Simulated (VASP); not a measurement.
VASP ran on this input.

### INCAR
```
! general
SYSTEM=Na
PREC  =Low
ENCUT =400
LREAL =.FALSE.
LASPH =.TRUE.

! electronic loop
EDIFF =1E-6
NELM  =100
ALGO  =Normal

! smearing
ISMEAR=1
SIGMA =0.1

! functional
GGA   =PE

! ions
ISIF  =2

! output
LWAVE =.FALSE.
LCHARG=.FALSE.
```

File POSCAR:
```
Na
1
   -2.1300000000     2.1300000000     2.1300000000
    2.1300000000    -2.1300000000     2.1300000000
    2.1300000000     2.1300000000    -2.1300000000
Na
1
Direct
  0.0000000000   0.0000000000   0.0000000000
```

### KPOINTS
```
Automatic mesh
0
Gamma
11 11 11
0 0 0
```

POTCAR, in this order: Na_pv (PBE.64 set). Program: vasp_std.

**Question.** Write an equivalent input for Quantum ESPRESSO's pw.x.

**Answer.** One equivalent input (not run):
```
&CONTROL
  calculation = 'scf'
  pseudo_dir = './pseudo'
  outdir = './out'
  tprnfor = .true.
  tstress = .true.
/
&SYSTEM
  ibrav = 0
  nat = 1
  ntyp = 1
  ecutwfc = 88
  occupations = 'smearing'
  smearing = 'methfessel-paxton'
  degauss = 0.00735
  input_dft = 'pbe'
/
&ELECTRONS
  conv_thr = 7.3e-08
  electron_maxstep = 100
/
ATOMIC_SPECIES
  Na 22.990 Na.upf
CELL_PARAMETERS angstrom
    -2.1300000    2.1300000    2.1300000
     2.1300000   -2.1300000    2.1300000
     2.1300000    2.1300000   -2.1300000
ATOMIC_POSITIONS crystal
  Na   0.0000000  0.0000000  0.0000000
K_POINTS automatic
  11 11 11 0 0 0
```
What does not carry over: the potentials are each code's own (VASP's PAW set, PseudoDojo norm-conserving files in pw.x), so ENCUT and ecutwfc are chosen apart and not converted; conv_thr bounds pw.x's estimated SCF error, while EDIFF bounds the energy change between steps.

The compound is Na in the bcc structure. The cell was not relaxed at this level. The run is one of a series of settings (PREC = Low against the base run), some of them coarse on purpose.
